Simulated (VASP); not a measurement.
Consider the following.

```
CaHI
1.0
    3.97179     0.00000     0.00000
    0.00000     3.97179     0.00000
    0.00000     0.00000     8.74656
Ca H I
2 2 2
Direct
  0.00000   0.50000   0.13649
  0.50000   0.00000   0.86351
  0.50000   0.50000   0.00000
  0.00000   0.00000   0.00000
  0.00000   0.50000   0.68613
  0.50000   0.00000   0.31387
```

Calculation: PBEsol GGA, VASP's PBE PAW potentials (set 64) (plane waves; VASP). Numerical set-up: 400 eV cut-off, 6×6×3 Γ-centred mesh, Gaussian smearing of 0.010 eV, potentials Ca_sv H I.

Q: Give the electronic dielectric tensor ε∞ (DFPT, local fields included).

A: 
```
4.77  0.00  0.00
0.00  4.77  0.00
0.00  0.00  4.49
```

Q: Give the Born effective charges.

A: 
```
atom   Z*xx   Z*yy   Z*zz   mean
----  -----  -----  -----  -----
Ca1    2.31   2.31   1.81   2.14
Ca2    2.31   2.31   1.81   2.14
H3    -0.97  -0.97  -0.89  -0.94
H4    -0.97  -0.97  -0.89  -0.94
I5    -1.34  -1.34  -0.92  -1.20
I6    -1.34  -1.34  -0.92  -1.20
```

Q: And the static tensor with the ions free?

A: 
```
8.92  0.00  0.00
0.00  8.92  0.00
0.00  0.00  6.67
```

Q: Which frequencies do the optical Γ-point modes have (no LO-TO splitting)?

A: 58 (×2), 68, 125 (×2), 137, 181 (×2), 204, 822 (×2), 867, 918 (×2), 956 cm⁻¹.

The structure comes from a computed database's CaHI entry (P4/nmm); how it stands against other phases isn't given here. It was relaxed first, which changed the volume by -9 %.
